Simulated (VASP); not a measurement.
Input:

```xyz
2
Lattice="0.0000 2.6865 2.6865 2.6865 0.0000 2.6865 2.6865 2.6865 0.0000" Properties=species:S:1:pos:R:3 pbc="T T T"
Zn     0.0000     0.0000     0.0000
S      1.3433     1.3433     1.3433
```

Computed with SCAN meta-GGA, VASP's PBE PAW potentials (set 64) (plane waves; VASP 6.6.1). Run with 520 eV cut-off, 9×9×9 Γ-centred mesh, Gaussian smearing of 0.050 eV, potentials Zn S.

Question: Estimate the energy per atom (σ→0), band gap (on the k-mesh) with the smallest direct gap where there is one.

Answer: 
```yaml
band gap (on the k-mesh): 2.70 eV
smallest direct gap (on the k-mesh): 2.70 eV
energy per atom (σ→0): -1206.0 kJ/mol-atom
```

Total energies compare only between runs with the same potentials, cut-off and functional.

The compound is ZnS in the zinc blende structure. It was relaxed first.
